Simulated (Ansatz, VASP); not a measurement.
# LiBeF3 in two plane-wave programs, part 2 of 2

Aim: how closely do two programs agree when they are given the same cell, functional and k mesh? The cell is generated by rule, not measured, and may not be a known phase. The cell is taken from a series of runs on this material, whose earlier steps may have relaxed, scaled, displaced or heated it; both programs get it as it stands.

VASP 6.6.1 and Ansatz 0.2.0.

So far: The starting structure; VASP: relaxation of cell and atoms, PBE.

The structure was built from a prototype and need not be the compound's stable phase.

### Step 3. Ansatz: relaxation of cell and atoms, PBE

Level of this step: Ansatz beside VASP: Kohn-Sham DFT, plane waves, PBE (Ansatz).

Ansatz runs on its PAW soft_1 files.

The same cell, functional and mesh now go to Ansatz, which takes its cutoff from its data sets.

The input, input.yaml:

```yaml
crystal:
  lattice:
    - [3.497342264, 0.0, 0.0]
    - [0.0, 3.497342264, 0.0]
    - [0.0, 0.0, 3.497342264]
  atoms:
    - { symbol: Li, position: [0.0, 0.0, 0.0] }
    - { symbol: Be, position: [0.5, 0.5, 0.5] }
    - { symbol: F, position: [0.5, 0.5, 0.0] }
    - { symbol: F, position: [0.5, 0.0, 0.5] }
    - { symbol: F, position: [0.0, 0.5, 0.5] }
kpoints:
  mp_grid: { grid: [8, 8, 8] }
hamiltonian:
  xc: pbe
  pseudopotentials: { kind: paw, azcp: { folder: soft_1 } }
scf:
  occupations: { method: fixed }
output:
  forces: true
  stress: true
  eigenvalues: true
relax:
  adjacent_minimum: "off"
  f_tol: 0.001
  max_steps: 60
  cell: { stress_tol: 0.01 }
```

The run is started by

```bash
ansatz run input.yaml --threads 4 --pin off --max-ram 16384MiB --backend cpu --events-out ev --progress --plain --runs-dir out
```

Numbers of over 12 decimals in the logs are rounded to 6 here.

The log of the run:

```text
Engine: ansatz 0.2.0, aarch64-unknown-linux-gnu
Pseudopotentials: kind: paw
Pseudopotential: Li, paw, valence charge 3, recommended cutoff 420 eV (normal), soft_1/Li.paw.azcp
Pseudopotential: Be, paw, valence charge 2, recommended cutoff 420 eV (normal), soft_1/Be.paw.azcp
Pseudopotential: F, paw, valence charge 7, recommended cutoff 420 eV (normal), soft_1/F.paw.azcp
Functional definition: PBE
  parameter kappa = 0.804
  parameter beta = 0.066725
  exchange = pbe_x(kappa = kappa, mu = beta*pi^2/3)
  correlation = pbe_c(beta = beta)
Crystal: 5 atoms, lattice volume = 42.777 Å³
Basis set: ecut = 420 eV, 847 PW (Γ), exchange–correlation on 48×48×48 points (8 copies of the dense FFT grid, shifted against one another)
Bands: 18, of which v1, the nominal top of the filled ones, is band 13 counted from 1 (12 counted from 0)
Symmetry: 48 space group operations
Space group: Pm-3m (ITA 221), of the structure as read, at distance tolerance 3.5e-5 Å
k-points: 35 of 512
Non-local potential: Li, projectors of the file, l = 0: 3, l = 1: 2, l = 2: 1
Non-local potential: Be, projectors of the file, l = 0: 2, l = 1: 2, l = 2: 1
Non-local potential: F, projectors of the file, l = 0: 2, l = 1: 2, l = 2: 1
PAW form: soft (Blöchl's): semilocal exchange-correlation on the pseudo side does not see the compensation charge
PAW one-centre angular grid: Li, 110 points (default); XC on 96 Gauss nodes
PAW one-centre angular grid: Be, 110 points (default); XC on 64 Gauss nodes
PAW one-centre angular grid: F, 110 points (default); XC on 64 Gauss nodes
Initial density: superposition of atomic densities (chi_scale 0.1, normalization cell, long waves kept (reshape's long-wave potential 0.02 eV rms))
Initial wavefunctions: pseudopotential atomic-orbital guess
Functional: x = pbe(κ = 0.804, μ = 0.219515), c = pbe(β = 0.066725)
SCF iter   1: F=—  HF=-2728.297387 eV  |F-HF|=—  |Δ(HF+E_count)|=         —  Δρ=6.35e-2  dr2=9.97e-1  ethr=3.10e-3  ⟨swp⟩=4.6  Hψ=2992  notcnv=0  defer=77
preconditioner: auto → none  [insulator: Δε(μ)=7.559 eV  Ē_g=19.550 eV  n_scr=6 (ndim 8)  ℏωp=27.8 eV  f_vac=0.000  ε∞_Penn≈3.0]
SCF iter   2: F=—  HF=-2728.386157 eV  |F-HF|=—  |Δ(HF+E_count)|=   8.88e-2  Δρ=2.75e-2  dr2=1.27e-1  ethr=3.10e-3  ⟨swp⟩=2.1  Hψ=1348  notcnv=0  defer=66
SCF iter   3: F=—  HF=-2728.403330 eV  |F-HF|=—  |Δ(HF+E_count)|=   1.72e-2  Δρ=1.19e-2  dr2=2.95e-2  ethr=4.88e-4  ⟨swp⟩=2.0  Hψ=990  notcnv=0  defer=97
SCF iter   4: F=—  HF=-2728.417984 eV  |F-HF|=—  |Δ(HF+E_count)|=   1.47e-2  Δρ=7.63e-4  dr2=1.73e-4  ethr=1.14e-4  ⟨swp⟩=2.1  Hψ=1136  notcnv=0  defer=100
SCF iter   5: F=—  HF=-2728.418117 eV  |F-HF|=—  |Δ(HF+E_count)|=   1.33e-4  Δρ=1.01e-4  dr2=1.57e-6  ethr=6.67e-7  ⟨swp⟩=2.0  Hψ=1124  notcnv=0  defer=102
SCF iter   6: F=—  HF=-2728.417276 eV  |F-HF|=—  |Δ(HF+E_count)|=   8.41e-4  Δρ=3.85e-5  dr2=3.65e-7  ethr=3.85e-10  ⟨swp⟩=9.8  Hψ=3373  notcnv=0
SCF iter   7: F=-2728.417276 eV  HF=-2728.417276 eV  |F-HF|=1.67e-9  |Δ(HF+E_count)|=   2.46e-8  Δρ=4.61e-6  dr2=4.90e-9  ethr=3.85e-10  ⟨swp⟩=5.0  Hψ=2601  notcnv=0
SCF 1 converged in 7 iterations: F = -2728.417276 eV  dr2 = 4.90e-9
  greatest PAW one-centre occupation: 1.000 electrons in one spin orbital (limit 2), on the Li atom at site 0 (counted from 0), in its partial waves of l = 0
relax step   1: F+E_penalty+E_count = -2728.41727607 eV  Δ(F+E_penalty+E_count) = +0.000e0 eV  max|allowed force component| = 9.240e-29 eV/Å  Δτ_max = 0.0000 Å  P = +0.002 GPa  Ω = 42.777 Å³  (7 SCF iters, dr2 threshold 1.00e-7 eV, accepted)
Initial density: handed on by an earlier stage of this run
Initial wavefunctions: pseudopotential atomic-orbital guess (no wavefunctions were taken with the density)
iter 1 solved again at ethr=8.60e-8 eV; its pass at ethr=3.10e-3 eV (dr2=2.24e-5 eV) is discarded
SCF iter   1: F=—  HF=-2728.418121 eV  |F-HF|=—  |Δ(HF+E_count)|=         —  Δρ=3.19e-5  dr2=3.31e-7  ethr=8.60e-8  ⟨swp⟩=2.1  Hψ=4378  notcnv=0  defer=83
preconditioner: auto → none  [insulator: Δε(μ)=7.529 eV  Ē_g=19.586 eV  n_scr=6 (ndim 8)  ℏωp=27.8 eV  f_vac=0.013  ε∞_Penn≈3.0]
SCF iter   2: F=—  HF=-2728.417276 eV  |F-HF|=—  |Δ(HF+E_count)|=   8.45e-4  Δρ=3.40e-5  dr2=3.12e-7  ethr=1.27e-9  ⟨swp⟩=3.0  Hψ=1187  notcnv=0  defer=76
SCF iter   3: F=—  HF=-2728.417276 eV  |F-HF|=—  |Δ(HF+E_count)|=   8.04e-8  Δρ=1.30e-5  dr2=4.94e-8  ethr=1.20e-9  ⟨swp⟩=2.9  Hψ=987  notcnv=0  defer=76
SCF iter   4: F=—  HF=-2728.417276 eV  |F-HF|=—  |Δ(HF+E_count)|=   9.20e-9  Δρ=6.06e-6  dr2=1.09e-8  ethr=1.90e-10  ⟨swp⟩=2.4  Hψ=758  notcnv=0  defer=76
SCF iter   5: F=—  HF=-2728.417276 eV  |F-HF|=—  |Δ(HF+E_count)|=  5.90e-10  Δρ=6.78e-7  dr2=1.29e-10  ethr=4.21e-11  ⟨swp⟩=2.6  Hψ=1012  notcnv=0  defer=76
SCF iter   6: F=—  HF=-2728.417276 eV  |F-HF|=—  |Δ(HF+E_count)|=  3.27e-11  Δρ=3.63e-7  dr2=4.11e-11  ethr=1.00e-12  ⟨swp⟩=1.0  Hψ=595  notcnv=0  defer=76
SCF iter   7: F=—  HF=-2728.417276 eV  |F-HF|=—  |Δ(HF+E_count)|=  1.82e-12  Δρ=1.65e-7  dr2=8.68e-12  ethr=1.00e-12  ⟨swp⟩=1.0  Hψ=595  notcnv=0  defer=76
SCF iter   8: F=-2728.417276 eV  HF=-2728.417276 eV  |F-HF|=1.82e-12  |Δ(HF+E_count)|=  9.09e-13  Δρ=7.49e-8  dr2=1.76e-12  ethr=1.00e-12  ⟨swp⟩=8.4  Hψ=2794  notcnv=0
SCF 2 converged in 8 iterations: F = -2728.417276 eV  dr2 = 1.76e-12
relax step   2: F+E_penalty+E_count = -2728.41727607 eV  Δ(F+E_penalty+E_count) = -1.931e-9 eV  max|allowed force component| = 1.409e-28 eV/Å  Δτ_max = 0.0000 Å  P = +0.002 GPa  Ω = 42.777 Å³  stress off target by 2.32e-3 GPa  SCF on the basis re-selected at this cell (its energy is not comparable with the rows above)  (8 SCF iters)
basis re-selected at this cell: Δ(F+E_penalty+E_count) = -1.931e-9 eV, ΔP = +0.000 GPa vs the last step (what re-selecting the basis moved, of the pressure what is left beyond the Pulay correction that the steps carried, after the strain that the cell walked since its last selection, with what the two solves' SCF thresholds leave and, on support functions, any second-order correction that the steps lacked; it is no m [...]
SCF converged after 8 iterations
Free energy (F): -2728.417276 eV
Harris-Foulkes:  -2728.417276 eV  (|F-HF|=1.82e-12)
Internal energy: -2728.417276 eV  (E = F + TS)
E sigma→0 (E₀):  -2728.417276 eV
Fermi energy:    2.250276 eV
--- Per-component energies (eV) ---
  E_band       = -193.802991
  E_kinetic    = 632.534009
  E_local      = -1840.390375  (includes V_loc(G=0)·N_el)
  E_nonlocal   = 245.256146
  E_hartree    = 668.614702
  E_xc         = -261.358130
  E_vxc        = -329.931206  (∫ρ·V_xc dr)
  E_paw        = -698.444170  (= ΣΔE_a)
  E_vpaw       = -238.503312  (= ΣTr[D̂ρ^β])
  E_aug_tail   = 0.002297  (compensation charges beyond the density's cutoff)
  E_ewald      = -1474.631755
  E_smearing   = -0.000000  (= −TS)
  E_closure    = 0.000000  (closes the sum)
  Σ components = -2728.417276   (vs F -2728.417276, Δ=0.00e0)
--- Forces (eV/Å), atoms counted from 1 ---
  atom   1  Li    -0.00000000     0.00000000    -0.00000000
  atom   2  Be     0.00000000     0.00000000     0.00000000
  atom   3  F      0.00000000    -0.00000000     0.00000000
  atom   4  F      0.00000000    -0.00000000    -0.00000000
  atom   5  F      0.00000000    -0.00000000    -0.00000000
  max |Σ_I F_I| component: 5.16e-28 eV/Å
--- Stress (GPa, compression-positive) ---
        0.002321       0.000000       0.000000
        0.000000       0.002321       0.000000
        0.000000       0.000000       0.002321
  P = ⅓ Tr σ = 0.0023 GPa (0.023 kbar)
--- Band table (eV; the first three rows and the last of 35) ---
  k-point 0: bands = [... 9 lower, 1.2150, 1.4818, 1.4818, 1.4818, 9.7792, 14.7542, 17.5192, 17.5192, ... 1 higher]
  k-point 1: bands = [... 9 lower, 1.1627, 1.2787, 1.4439, 1.4439, 10.0364, 14.9012, 16.2873, 17.3646, ... 1 higher]
  k-point 2: bands = [... 9 lower, 0.9395, 1.0384, 1.4140, 1.4140, 10.7004, 14.9507, 15.3800, 17.0120, ... 1 higher]
  k-point 34: bands = [... 9 lower, 1.0244, 2.2503, 2.2503, 2.2503, 13.8442, 14.5158, 14.5158, 14.5158, ... 1 higher]
--- Relaxed structure (1 steps of the walk, 1 accepted, 1 SCFs on fresh bases) ---
  F+E_penalty+E_count = -2728.41727607 eV   max|allowed force component| = 1.409e-28 eV/Å   (the final SCF, on the basis selected at the relaxed cell)
  cell:  # Å, volume = 42.7774 Å³
    - [3.497342264, 0.0, 0.0]
    - [0.0, 3.497342264, 0.0]
    - [0.0, 0.0, 3.497342264]
  atoms:
    - { symbol: Li, position: [0.0, 0.0, 0.0] }
    - { symbol: Be, position: [0.500000, 0.500000, 0.500000] }
    - { symbol: F, position: [0.500000, 0.500000, 0.0] }
    - { symbol: F, position: [0.500000, 0.0, 0.500000] }
    - { symbol: F, position: [0.0, 0.500000, 0.500000] }
```

The column dr2 measures how far the density is from self-consistency, as an energy; F and HF (Harris–Foulkes) agree once it is small.

### Step 4. Differences

Known differences besides the potentials themselves: fixed occupations in Ansatz, narrow Gaussian smearing in VASP; the cutoff is 420 eV in Ansatz and 750 eV in VASP; Ansatz adds a Pulay correction to the stress that steers its cell, VASP none. Total energies have different zeros and are not compared.

Both answers:

| quantity | Ansatz | VASP | difference |
| --- | --- | --- | --- |
| volume (Å³) | 42.78 | 42.68 | +0.24 % |
| edge a after relaxation, in the typed setting (Å) | 3.497 | 3.495 | +0.08 % |

### Step 5. What came out

```json
{
 "difference in volume (relaxation of cell and atoms, PBE)": "0.24 %"
}
```

The difference in volume is 0.24 % (relaxation of cell and atoms, PBE), within the 1.2 % picked in this series as the mark of a large difference, as far as the stopping tolerances let one tell. Such differences can come from data sets, numerical settings and the points named under the comparisons, not from the functional's error against experiment.

[Lines on the potential files, build, host, timing and source positions are cut from VASP's logs without a mark.]

[Logs are printed without paths, hosts, clocks, repeated set-up lines and the standing remarks that a program may print on its own settings, such as how far it seeks lower states.]

[Hosts, paths, dates, database ids (printed as entryN), source tags and the programs' standing remarks are cut or masked in the printed files.]
